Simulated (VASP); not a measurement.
Given:

```yaml
crystal:
  lattice:
    - [0.00000, 2.71550, 2.71550]
    - [2.71550, 0.00000, 2.71550]
    - [2.71550, 2.71550, 0.00000]
  atoms:
    - { symbol: Si, position: [0.00000, 0.00000, 0.00000] }
    - { symbol: Si, position: [0.25000, 0.25000, 0.25000] }
```

All values below come from PBE GGA, VASP's PBE PAW potentials (set 64) (plane waves; VASP). Numerical set-up: 300 eV cut-off, 7×7×7 Γ-centred mesh, Fermi-Dirac smearing of 0.010 eV, potentials Si.

Question: Give the energies of bands 2 to 7 at the high-symmetry points, in eV from the valence-band maximum.

Answer: 
```tsv
band	Γ	X	U	L	W
2	0.00	-7.82	-7.23	-6.97	-7.65
3	0.00	-2.85	-4.30	-1.20	-3.85
4	0.00	-2.85	-2.42	-1.20	-3.85
5	2.57	0.71	1.21	1.54	4.27
6	2.57	0.71	4.13	3.34	4.27
7	2.57	10.12	7.48	3.34	5.01
```

The gap is indirect, 0.57 eV, from the valence maximum at Γ to the conduction minimum at (0.43, 0.43, 0.00).

The structure is a typed Si crystal (Fd-3m). The cell was not relaxed at this level.
